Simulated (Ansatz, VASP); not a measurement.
# TaWC2 in VASP and in Ansatz

```
CELL_PARAMETERS angstrom
1.58227 0.91352 5.13541
-1.58227 0.91352 5.13541
0.00000 -1.82704 5.13541
ATOMIC_POSITIONS crystal
W 0.00000 0.00000 0.00000
Ta 0.50000 0.50000 0.50000
C 0.25093 0.25093 0.25093
C 0.74907 0.74907 0.74907
```

Change from the starting cell: volume scaled by 1.02.

Alike in both runs: task single point; functional PBEsol; k mesh 10 × 10 × 10; occupations fermi-dirac, width 0.05 eV; no spin polarisation.

```csv
,VASP,Ansatz
version,VASP 6.6.1,Ansatz 0.2.0
potentials or method,"VASP PAW PBE potentials, release 64 (W_sv, Ta_pv, C)",Ansatz PAW
plane-wave cutoff (eV),520,420
valence electrons in the cell,33,35
```

```tsv
	VASP	Ansatz	Ansatz less VASP
gap on the k mesh at the Fermi level (eV)	none	none	-
pressure (GPa)	-16.1	-16.9	-0.78
largest component of the traceless stress (GPa)	0.09	0.07	-0.024
rms of the force components (eV/Å)	0.035	0.031	-0.0035
```

Atom by atom the forces differ by 0.004 eV/Å (rms over components). A gap of «none» marks a metal or a gap that the smearing closes. The two sets of potentials don't hold the same shells in valence.

Caveats: the PAW data sets were made with another functional, which shifts forces and pressure a little (VASP); the PAW data sets come from PBE, with cores solved anew for the run's functional, which leaves a small shift of forces and pressure (Ansatz). The runs have no spin-orbit coupling, so splittings on Ta, W are missing.
